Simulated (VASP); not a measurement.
A convergence study with VASP on Ti (space group no. 194 when undisturbed): a few settings are varied, all else stays as given below, so the limit is that of these other settings. One atom is moved off its site, so that forces are finite.

```
Ti
1.0
    1.46762    -2.54200     0.00000
    1.46762     2.54200     0.00000
    0.00000     0.00000     4.65660
Ti
2
Direct
  0.33333   0.66667   0.26074
  0.66667   0.33333   0.75000
```

The numbers are results of LDA (Ceperley-Alder, Perdew-Zunger), VASP's LDA PAW potentials (set 64) (plane waves; VASP 6.6.1), not measurements. The last row used: 300 eV cut-off, 21×21×12 Γ-centred mesh, Gaussian smearing of 0.010 eV, potentials Ti_sv.

```tsv
setting	E (eV/atom)	pressure (GPa)	largest force (eV/Å)	irreducible k-points
SIGMA = 1.0	(withheld)	(withheld)	(withheld)	521
SIGMA = 0.5	-8.4870	-7.54	0.161	521
SIGMA = 0.3	-8.4945	-8.17	0.139	521
SIGMA = 0.2	-8.4956	-8.32	0.129	521
SIGMA = 0.1	-8.4961	-8.40	0.123	521
SIGMA = 0.05	-8.4962	(withheld)	0.123	521
SIGMA = 0.02	-8.4962	-8.41	0.120	521
SIGMA = 0.01	-8.4962	-8.41	0.118	521
```

**Question.** What belongs in the gaps?

**Answer.** 
- SIGMA = 1.0, E (eV/atom): -8.4660
- SIGMA = 1.0, pressure (GPa): -4.34
- SIGMA = 1.0, largest force (eV/Å): 0.224
- SIGMA = 0.05, pressure (GPa): -8.42

VASP warned of too few bands at SIGMA = 1.0; SIGMA = 0.5.

Left out are rungs that failed or repeat a setting and relaxations that didn't move; long series are thinned to 24 rows.

The structure is a typed Ti crystal (space group no. 194). The cell was not relaxed at this level, it is distorted from the ideal structure. VASP warned that the highest band is occupied, so more bands are needed.
